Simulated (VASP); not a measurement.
**ScV3N4 (ordered alloy cell): computed properties**

All values below come from PBEsol GGA, VASP's PBE PAW potentials (set 64) (plane waves; VASP 6.6.1).

```
Item                                                                                       Value
----------------------------------  ------------------------------------------------------------
space group                                                                           R-3m (166)
cell                                a = b = 2.9479 Å, c = 28.7131 Å, α = β = 90.00°, γ = 120.00°
volume per atom                                                                    9.00 Å^3/atom
band gap (over mesh and band path)                      none (metal, semimetal or under 0.01 eV)
density                                                                               5.85 g/cm³
```

```cif
data_N4ScV3
_chemical_formula_sum 'V3 N4 Sc1'
_space_group_name_H-M_alt 'P 1'
_space_group_IT_number 1
_cell_length_a 2.94792
_cell_length_b 2.94792
_cell_length_c 11.74531
_cell_angle_alpha 59.869
_cell_angle_beta 59.869
_cell_angle_gamma 60.000
loop_
_space_group_symop_operation_xyz
  'x, y, z'
loop_
_atom_site_label
_atom_site_type_symbol
_atom_site_fract_x
_atom_site_fract_y
_atom_site_fract_z
_atom_site_occupancy
V1 V 0.98566 0.98566 0.01075 1
V2 V 0.00000 0.00000 0.25000 1
V3 V 0.01434 0.01434 0.48925 1
N1 N 0.49104 0.49104 0.13172 1
N2 N 0.50896 0.50896 0.36828 1
N3 N 0.52095 0.52095 0.60928 1
N4 N 0.47905 0.47905 0.89072 1
Sc1 Sc 0.00000 0.00000 0.75000 1
```

The structure was generated: ScV3N4 was put into an ordered model structure (R-3m), which need not be its known phase. It was relaxed first. Symmetry was kept, so distortions that lower it aren't found. The run is not spin-polarised, so no magnetic state was tried.
